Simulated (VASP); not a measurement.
## HfN (rock salt): computed properties

All values below come from PBE GGA, VASP's PBE PAW potentials (set 64) (plane waves; VASP 6.6.1).

| Property | Value |
|---|---|
| space group | Fm-3m (225) |
| cell | a = 4.534 Å, b = 4.534 Å, c = 4.534 Å, α = 90.00°, β = 90.00°, γ = 90.00° |
| volume per atom | 11.65 Å³/atom |
| band gap (over mesh and band path) | none (metal, semimetal or under 0.01 eV) |
| Hill bulk modulus | 271 GPa |
| Hill shear modulus | 162 GPa |
| Poisson's ratio | 0.251 |
| band gap with spin-orbit coupling | none (metallic) |
| density | 13.71 g/cm³ |
| optical Γ-point spectrum | 496 (×3) cm⁻¹ |
| C11 | 594 GPa |
| C12 | 110 GPa |
| C44 | 123 GPa |

```
HfN
1.0
    0.00000     2.26717     2.26717
    2.26717     0.00000     2.26717
    2.26717     2.26717     0.00000
Hf N
1 1
Direct
  0.00000   0.00000   0.00000
  0.50000   0.50000   0.50000
```

Measured: a 4.524 Å (computed value off by +0.2 %), as given by Seo, Lee, Wen, Petrov, Greene, Gall, J. Appl. Phys. 96, 878 (2004). The calculation is for a static lattice, while the measured a holds thermal and zero-point effects, which are part of the difference. Finite-difference elastic constants of metals are sensitive to mesh and smearing; shear constants can be off by tens of GPa. Unless said otherwise, spin-orbit coupling is left out, though it shifts the bands of the heavy elements here.

The compound is HfN in the rock salt structure. It was relaxed first. Symmetry was kept, so distortions that lower it aren't found. The electron count is odd and the run is not spin-polarised, which forces a metal.
